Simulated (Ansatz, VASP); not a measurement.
# CO2 in two plane-wave programs

One calculation is typed for both programs; each brings its own data sets. How far apart do they land? The cell is taken from a series of runs on this material, whose earlier steps may have relaxed, scaled, displaced or heated it; both programs get it as it stands.

Program: Ansatz 0.2.0. Level of theory: plane waves, with VASP 6.6.1 beside it; G0W0 gap at PBE0 form with 50 % exact exchange with an exact-exchange share of 0.5. Results are calculated unless marked as measured.

## Step 1: Set-up

The structure is cubic, space group Pa-3 (No. 205). The conventional cell has a = 5.497 Å, b = 5.497 Å, c = 5.497 Å, α = 90.00°, β = 90.00°, γ = 90.00°. C has 2 O at 1.17 Å nearest. O has 1 C at 1.17 Å nearest. Farther neighbours and most contacts between anions are not listed.

## Step 2: VASP: G0W0 gap, PBE0 form with 50 % exact exchange with an exact-exchange share of 0.5

Quasiparticle shifts depend on high empty states and on the cores, so they are the hardest test of two PAW sets.

Lines of VASP's logs that name or quote its potential files are left out, and so is its time.

The run reads the wave functions of an earlier VASP run, which isn't shown here.

File INCAR:

```
SYSTEM = CO2
PREC = Accurate
ENCUT = 440
ISMEAR = 0
SIGMA = 0.01
LREAL = .FALSE.
LHFCALC = .TRUE.
AEXX = 0.5
GGA = PE
LASPH = .TRUE.
NBANDS = 724
PRECFOCK = Fast
ALGO = EVGW0
NELMGW = 1
ENCUTGW = 150
NOMEGA = 64
NBANDSGW = 40
LWAVE = .FALSE.
LCHARG = .FALSE.
```

File POSCAR:

```
CO2
1.0
    5.4970732800      0.0000000000      0.0000000000
    0.0000000000      5.4970732800      0.0000000000
    0.0000000000      0.0000000000      5.4970732800
C O
4 8
Direct
    0.0000000000      0.0000000000      0.0000000000
    0.5000000000      0.0000000000      0.5000000000
    0.5000000000      0.5000000000      0.0000000000
    0.0000000000      0.5000000000      0.5000000000
    0.1225369800      0.1225369800      0.1225369800
    0.3774630200      0.8774630200      0.6225369800
    0.6225369800      0.3774630200      0.8774630200
    0.8774630200      0.6225369800      0.3774630200
    0.8774630200      0.8774630200      0.8774630200
    0.6225369800      0.1225369800      0.3774630200
    0.3774630200      0.6225369800      0.1225369800
    0.1225369800      0.3774630200      0.6225369800
```

File KPOINTS:

```
Automatic mesh
0
Gamma
2 2 2
0 0 0
```

Potentials, in the order of the species: C_GW and O_GW (PBE family, release 64).

On the command line:

```sh
$ export OMP_NUM_THREADS=3
$ mpirun -np 1 vasp_std
```

Numbers of over 12 decimals in the logs are rounded to 6 here.

Output:

```text
[banner, memory and clock lines left out]
running    1 mpi-ranks, on    1 nodes
 distrk:  each k-point on    1 cores,    1 groups
 distr:  one band on    1 cores,    1 groups
 Offloading initialized ...    1 GPUs detected
 POSCAR found type information on POSCAR C O
 POSCAR found :  2 types and      12 ions
|                                                                             |
|           W    W    AA    RRRRR   N    N  II  N    N   GGGG   !!!           |
|           W    W   A  A   R    R  NN   N  II  NN   N  G    G  !!!           |
|           W    W  A    A  R    R  N N  N  II  N N  N  G       !!!           |
|           W WW W  AAAAAA  RRRRR   N  N N  II  N  N N  G  GGG   !            |
|           WW  WW  A    A  R   R   N   NN  II  N   NN  G    G                |
|           W    W  A    A  R    R  N    N  II  N    N   GGGG   !!!           |
|                                                                             |
|     The default for ENCUTGWSOFT is different in this version of VASP.       |
|     please manually set ENCUTGWSOFT =150 in the INCAR file.                 |
|                                                                             |

 LDA part: xc-table for (Slater+PW92), standard interpolation
 found WAVECAR, reading the header
 POSCAR, INCAR and KPOINTS ok, starting setup
 FFT: planning ... GRIDC
 FFT: planning ... GRID_SOFT
 FFT: planning ... GRID
 reading WAVECAR
 the WAVECAR file was read successfully
 initial charge from wavefunction
 available memory per node:   1664.39 GB, setting MAXMEM to   1704331

 The Fermi energy was updated, please check that it is located mid-gap
 values below the HOMO (VB) or above the LUMO (CB) will cause erroneous energies
 E-fermi :  -0.6292

 calculate exact exchange contribution
 the WAVEDER file was read successfully
energies w=
    0.000    0.000    0.629    0.000    1.256    0.000    1.880    0.000
    2.501    0.000    3.116    0.000    3.725    0.000    4.327    0.000
    4.922    0.000    5.509    0.000    6.088    0.000    6.658    0.000
    7.221    0.000    7.777    0.000    8.325    0.000    8.867    0.000
    9.404    0.000    9.935    0.000   10.463    0.000   10.987    0.000
   11.509    0.000   12.031    0.000   12.552    0.000   13.075    0.000
   13.600    0.000   14.129    0.000   14.663    0.000   15.204    0.000
   15.754    0.000   16.314    0.000   16.885    0.000   17.471    0.000
   18.073    0.000   18.694    0.000   19.337    0.000   20.004    0.000
   20.699    0.000   21.427    0.000   22.191    0.000   22.996    0.000
   23.849    0.000   24.756    0.000   25.726    0.000   26.766    0.000
   27.890    0.000   29.110    0.000   30.441    0.000   31.904    0.000
   33.522    0.000   35.325    0.000   37.349    0.000   39.644    0.000
   42.268    0.000   45.303    0.000   48.857    0.000   53.077    0.000
   58.172    0.000   64.444    0.000   72.353    0.000   82.629    0.000
   96.505    0.000  116.246    0.000  146.508    0.000  198.633    0.000
 responsefunction array rank=     739
 LDA part: xc-table for (Slater+PW92), standard interpolation

 min. memory requirement per mpi rank   1558.7 MB, per node   1558.7 MB

 allocating  64 responsefunctions rank=   739
 shmem allocating  64 responsefunctions rank=   739
 response function shared by NCSHMEM nodes    1
 Doing            64  frequencies on each core in blocks of            64
NQ=   1    0.0000    0.0000    0.0000,
|.........|.........|.........|.........|.........|.........|.........|.........
 performed        585000 updates of chi_q(r,r)
 total number of BLAS operations       2560.15 Gflops
NQ=   2    0.5000    0.0000    0.0000,
|.........|.........|.........|.........|.........|.........|.........|.........
 performed       1402000 updates of chi_q(r,r)
 total number of BLAS operations       5602.67 Gflops
NQ=   3    0.5000    0.5000    0.0000,
|.........|.........|.........|.........|.........|.........|.........|.........
 performed       2219000 updates of chi_q(r,r)
 total number of BLAS operations       8627.37 Gflops
NQ=   4    0.5000    0.5000    0.5000,
|.........|.........|.........|.........|.........|.........|.........|.........
 performed       2804000 updates of chi_q(r,r)
 total number of BLAS operations      10744.34 Gflops
 resolving degeneracies of screened two electron integrals

 calculate QP shifts <psi_nk| G(iteration)W_0 |psi_nk>: iteration 1
 entering main loop
```

OUTCAR, selected parts (step 2):

```text
ion  position               nearest neighbor table
   1  0.000  0.000  0.000-   5 1.17   9 1.17
   2  0.500  0.000  0.500-   6 1.17  10 1.17
   3  0.500  0.500  0.000-   7 1.17  11 1.17
   4  0.000  0.500  0.500-   8 1.17  12 1.17
   5  0.123  0.123  0.123-   1 1.17
   6  0.377  0.877  0.623-   2 1.17
   7  0.623  0.377  0.877-   3 1.17
   8  0.877  0.623  0.377-   4 1.17
   9  0.877  0.877  0.877-   1 1.17
  10  0.623  0.123  0.377-   2 1.17
  11  0.377  0.623  0.123-   3 1.17
  12  0.123  0.377  0.623-   4 1.17

  LATTYP: Found a simple cubic cell.
 ALAT       =     5.4970732800

 Subroutine GETGRP returns: Found 24 space group operations
 (whereof  6 operations were pure point group operations)

The static configuration has the point symmetry S_6 .
 The point group associated with its full space group is T_h .

 Found      4 irreducible k-points:

   k-points           NKPTS =      4   k-points in BZ     NKDIM =      8   number of bands    NBANDS=    724

   dimension x,y,z NGX =    40 NGY =   40 NGZ =   40
   dimension x,y,z NGXF=    80 NGYF=   80 NGZF=   80

   ENCUT  =  440.0 eV  32.34 Ry    5.69 a.u.   9.40  9.40  9.40*2*pi/ulx,y,z

   NELECT =      64.0000    total number of electrons

  energy-cutoff  :      440.00
  volume of cell :      166.11
      direct lattice vectors                 reciprocal lattice vectors
     5.497073280  0.000000000  0.000000000     0.181914984  0.000000000  0.000000000
     0.000000000  5.497073280  0.000000000     0.000000000  0.181914984  0.000000000
     0.000000000  0.000000000  5.497073280     0.000000000  0.000000000  0.181914984

 k-points in reciprocal lattice and weights: Automatic mesh
   0.00000000  0.00000000  0.00000000       0.125
   0.50000000  0.00000000  0.00000000       0.375
   0.50000000  0.50000000  0.00000000       0.375
   0.50000000  0.50000000  0.50000000       0.125

 E-fermi :  -0.6292

 QP shifts <psi_nk| G(iteration)W_0 |psi_nk>: iteration 1
 for sc-GW calculations column KS-energies equals QP-energies in previous step
 and V_xc(KS)=  KS-energies - (<T + V_ion + V_H > + <T+V_H+V_ion>^1  + <V_x>^1)
 k-point   1 :       0.0000    0.0000    0.0000
  band No.  KS-energies  QP-energies   sigma(KS)   V_xc(KS)     V^pw_x(r,r')   Z            occupation Imag(sigma)
    ...
     29      -6.9018      -6.7241     -22.5383     -22.7403     -24.8669       0.8793       2.0000       0.0425
     30      -6.9018      -6.7241     -22.5383     -22.7403     -24.8669       0.8793       2.0000       0.0425
     31      -6.6472      -6.4371     -22.8235     -23.0623     -25.1504       0.8800       2.0000       0.0350
     32      -6.6472      -6.4371     -22.8235     -23.0623     -25.1504       0.8800       2.0000       0.0350
     33       5.3889       5.6584      -7.4710      -7.7641      -4.8761       0.9196       0.0000      -0.0356
     34       7.0268       8.2243     -11.4753     -12.8069      -9.0170       0.8993       0.0000      -0.0363
     35       7.0268       8.2243     -11.4753     -12.8069      -9.0170       0.8993       0.0000      -0.0363
     36       7.0268       8.2243     -11.4753     -12.8069      -9.0170       0.8993       0.0000      -0.0363
    ...

 k-point   2 :       0.5000    0.0000    0.0000
  band No.  KS-energies  QP-energies   sigma(KS)   V_xc(KS)     V^pw_x(r,r')   Z            occupation Imag(sigma)
    ...
     29      -7.0373      -6.8729     -22.4153     -22.6021     -24.7511       0.8796       2.0000       0.0464
     30      -7.0373      -6.8729     -22.4153     -22.6021     -24.7511       0.8796       2.0000       0.0464
     31      -6.7439      -6.5424     -22.7361     -22.9651     -25.0669       0.8797       2.0000       0.0378
     32      -6.7439      -6.5424     -22.7361     -22.9651     -25.0669       0.8797       2.0000       0.0378
     33       6.9203       7.9997     -10.8531     -12.0478      -8.3248       0.9035       0.0000      -0.0361
     34       6.9203       7.9997     -10.8531     -12.0478      -8.3248       0.9035       0.0000      -0.0361
     35       7.0829       7.5936      -8.4609      -9.0200      -5.7450       0.9133       0.0000      -0.0360
     36       7.0829       7.5936      -8.4609      -9.0200      -5.7450       0.9133       0.0000      -0.0360
    ...

 k-point   3 :       0.5000    0.5000    0.0000
  band No.  KS-energies  QP-energies   sigma(KS)   V_xc(KS)     V^pw_x(r,r')   Z            occupation Imag(sigma)
    ...
     29      -7.0028      -6.8334     -22.4484     -22.6410     -24.7847       0.8794       2.0000       0.0455
     30      -7.0028      -6.8334     -22.4484     -22.6410     -24.7847       0.8794       2.0000       0.0455
     31      -7.0028      -6.8334     -22.4484     -22.6410     -24.7847       0.8794       2.0000       0.0455
     32      -7.0028      -6.8334     -22.4484     -22.6410     -24.7847       0.8794       2.0000       0.0455
     33       6.8970       7.9218     -10.6082     -11.7410      -8.0727       0.9048       0.0000      -0.0359
     34       6.8970       7.9218     -10.6082     -11.7410      -8.0727       0.9048       0.0000      -0.0359
     35       6.8970       7.9218     -10.6082     -11.7410      -8.0727       0.9048       0.0000      -0.0359
     36       6.8970       7.9218     -10.6082     -11.7410      -8.0727       0.9048       0.0000      -0.0359
    ...

 k-point   4 :       0.5000    0.5000    0.5000
  band No.  KS-energies  QP-energies   sigma(KS)   V_xc(KS)     V^pw_x(r,r')   Z            occupation Imag(sigma)
    ...
     29      -7.0519      -6.8953     -22.3302     -22.5083     -24.6565       0.8792       2.0000       0.0466
     30      -7.0519      -6.8953     -22.3302     -22.5083     -24.6565       0.8792       2.0000       0.0466
     31      -7.0519      -6.8953     -22.3302     -22.5083     -24.6565       0.8792       2.0000       0.0466
     32      -7.0519      -6.8953     -22.3302     -22.5083     -24.6565       0.8792       2.0000       0.0466
     33       6.9329       8.1192     -11.3774     -12.6939      -8.9225       0.9011       0.0000      -0.0355
     34       6.9329       8.1192     -11.3774     -12.6939      -8.9225       0.9011       0.0000      -0.0355
     35       6.9329       8.1192     -11.3774     -12.6939      -8.9225       0.9011       0.0000      -0.0355
     36       6.9329       8.1192     -11.3774     -12.6939      -8.9225       0.9011       0.0000      -0.0355
    ...
```

(Continued in part 2 of 2.)

[Lines on the potential files, build, host, timing and source positions are cut from VASP's logs without a mark.]

[Logs are printed without paths, hosts, clocks, repeated set-up lines and the standing remarks that a program may print on its own settings, such as how far it seeks lower states.]

[Hosts, paths, dates, database ids (printed as entryN), source tags and the programs' standing remarks are cut or masked in the printed files.]
